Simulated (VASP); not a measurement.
Data:

```xyz
2
Lattice="2.7975 0.0000 0.0000 0.0000 2.7975 0.0000 0.0000 0.0000 4.0240" Properties=species:S:1:pos:R:3 pbc="T T T"
Ti     0.0000     0.0000     0.0000
Al     1.3988     1.3988     2.0120
```

Computed with PBEsol GGA, VASP's PBE PAW potentials (set 64) (plane waves; VASP). Settings: 400 eV cut-off, Gaussian smearing of 0.050 eV, potentials Ti_sv Al.

Give the energies of bands 5 to 10 at the high-symmetry points, in eV from the Fermi level.

```
band      Γ      X      M      Z      R      A
----  -----  -----  -----  -----  -----  -----
5     -9.16  -4.62  -3.29  -7.63  -4.99  -2.63
6     -1.94  -4.56  -0.48  -5.32  -2.98  -2.34
7     -0.88  -1.76  -0.45  -0.70  -1.21  -2.34
8     -0.30  -0.27  -0.45   0.64  -1.12   1.95
9      2.22   1.76  -0.25   1.85   1.41   2.19
10     2.22   2.60  -0.25   1.85   1.81   2.70
```

It has no gap at this level: it comes out as a metal or semimetal.

The compound is TiAl in the L1_0 structure. It was relaxed first. The electron count is odd and the run is not spin-polarised, which forces a metal.
